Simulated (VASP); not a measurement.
Calculation: PBE GGA, VASP's PBE PAW potentials (set 64) (plane waves; VASP).

VASP ran on this input.

POSCAR:
```
SrCl2
1
    0.0000000000     3.4923660000     3.4923660000
    3.4923660000     0.0000000000     3.4923660000
    3.4923660000     3.4923660000     0.0000000000
Sr Cl
1 2
Direct
  0.0000000000   0.0000000000   0.0000000000
  0.2500000000   0.2500000000   0.2500000000
  0.7500000000   0.7500000000   0.7500000000
```

### INCAR
```
SYSTEM = SrCl2
PREC = Accurate; ENCUT = 300; LREAL = .False.
LASPH = .True.
EDIFF = 1E-6; NELM = 100; ALGO = Normal
LMAXMIX = 4
ISMEAR = -1; SIGMA = 0.02
GGA = PE
ISIF = 2
LWAVE = .False.; LCHARG = .False.
```

File KPOINTS:
```
Automatic mesh
0
Gamma
4 4 4
0 0 0
```

POTCAR, in this order: Sr_sv Cl (PBE.64 set). Program: vasp_std.

Output

OSZICAR:
```
       N       E                     dE             d eps       ncg     rms          rms(c)
DAV:   1     0.111789079348E+03    0.11179E+03   -0.86054E+03   256   0.870E+02
DAV:   2    -0.701769566183E+01   -0.11881E+03   -0.11625E+03   344   0.208E+02
DAV:   3    -0.129316461072E+02   -0.59140E+01   -0.59107E+01   352   0.518E+01
DAV:   4    -0.130588598649E+02   -0.12721E+00   -0.12720E+00   448   0.642E+00
DAV:   5    -0.130604658606E+02   -0.16060E-02   -0.16060E-02   352   0.572E-01    0.131E+01
DAV:   6    -0.127621277746E+02    0.29834E+00   -0.78017E-01   304   0.503E+00    0.854E+00
DAV:   7    -0.127743411392E+02   -0.12213E-01   -0.46682E-01   376   0.411E+00    0.204E+00
DAV:   8    -0.127783783378E+02   -0.40372E-02   -0.66539E-02   320   0.148E+00    0.324E-01
DAV:   9    -0.127797688523E+02   -0.13905E-02   -0.26219E-03   384   0.308E-01    0.120E-01
DAV:  10    -0.127811463345E+02   -0.13775E-02   -0.11402E-03   272   0.216E-01    0.300E-02
DAV:  11    -0.127812279829E+02   -0.81648E-04   -0.10622E-04   384   0.564E-02    0.369E-02
DAV:  12    -0.127812422599E+02   -0.14277E-04   -0.16954E-05   272   0.228E-02    0.119E-02
DAV:  13    -0.127812449389E+02   -0.26791E-05   -0.66928E-06   344   0.140E-02    0.237E-03
DAV:  14    -0.127812450013E+02   -0.62333E-07   -0.25743E-07   248   0.376E-03
   1 F= -.12781245E+02 E0= -.12781245E+02  d E =-.166703E-12
```

File OUTCAR:
```
------------------------ aborting loop because EDIFF is reached ----------------------------------------
  FORCE on cell =-STRESS in cart. coord.  units (eV):
  Direction    XX          YY          ZZ          XY          YZ          ZX
  --------------------------------------------------------------------------------------
  Total        0.3638191      0.3638191      0.3638191      0.0000000      0.0000000     -0.0000000
  in kB        6.8423734      6.8423734      6.8423734      0.0000000      0.0000000     -0.0000000
  external PRESSURE =       6.8423734 kB  Pullay stress =       0.0000000 kB
  volume of cell :       85.19
      direct lattice vectors                 reciprocal lattice vectors
     0.000000000  3.492366000  3.492366000    -0.143169416  0.143169416  0.143169416
     3.492366000  0.000000000  3.492366000     0.143169416 -0.143169416  0.143169416
     3.492366000  3.492366000  0.000000000     0.143169416  0.143169416 -0.143169416
 POSITION                                       TOTAL-FORCE (eV/Angst)
 -----------------------------------------------------------------------------------
      0.00000      0.00000      0.00000         0.000000     -0.000000     -0.000000
      1.74618      1.74618      1.74618         0.000000      0.000000      0.000000
      5.23855      5.23855      5.23855        -0.000000     -0.000000     -0.000000
 -----------------------------------------------------------------------------------
    total drift:                               -0.000000     -0.000000      0.000000
  FREE ENERGIE OF THE ION-ELECTRON SYSTEM (eV)
  ---------------------------------------------------
  free  energy   TOTEN  =       -12.7812450013 eV

  energy  without entropy=      -12.7812450013  energy(sigma->0) =      -12.78124500
```
(Selected blocks of OUTCAR.)

OUTCAR:
```
 val. band max:        0.1326597554   @ k =   0.5000   0.5000   0.0000

 cond. band min:       5.4521597750   @ k =   0.0000   0.0000   0.0000


 Fermi energy:         0.6620784424

 k-point     1 :       0.0000    0.0000    0.0000
  band No.  band energies     occupation
      1     -32.7679      2.00000
      2     -14.7560      2.00000
      3     -14.7560      2.00000
      4     -14.7560      2.00000
      5     -13.1666      2.00000
      6     -12.3241      2.00000
      7      -1.9814      2.00000
      8      -1.9814      2.00000
      9      -1.9814      2.00000
     10      -0.2035      2.00000
     11      -0.2035      2.00000
     12      -0.2035      2.00000
     13       5.4522      0.00000
     14       6.2330      0.00000
     15       6.2330      0.00000
     16       9.1708      0.00000

 k-point     2 :       0.2500    0.0000    0.0000
  band No.  band energies     occupation
      1     -32.7664      2.00000
      2     -14.9142      2.00000
      3     -14.7628      2.00000
      4     -14.7628      2.00000
      5     -12.8947      2.00000
      6     -12.4232      2.00000
      7      -1.7661      2.00000
      8      -1.7661      2.00000
      9      -1.6181      2.00000
     10      -0.7863      2.00000
     11      -0.5064      2.00000
     12      -0.5064      2.00000
     13       6.5639      0.00000
     14       6.6145      0.00000
     15       6.6145      0.00000
     16       7.9175      0.00000

 k-point     3 :       0.5000    0.0000    0.0000
  band No.  band energies     occupation
      1     -32.7649      2.00000
      2     -15.0340      2.00000
      3     -14.7697      2.00000
      4     -14.7697      2.00000
      5     -12.7713      2.00000
      6     -12.3997      2.00000
      7      -1.4234      2.00000
      8      -1.4234      2.00000
      9      -1.3592      2.00000
     10      -1.1801      2.00000
     11      -0.9111      2.00000
     12      -0.9111      2.00000
     13       6.8414      0.00000
...
```

At this cut-off the stress carries a Pulay error, which pulls relaxed volumes low.

The structure is a typed SrCl2 crystal (Fm-3m). The cell was not relaxed at this level, and its volume differs by -5.9 % from the start's.
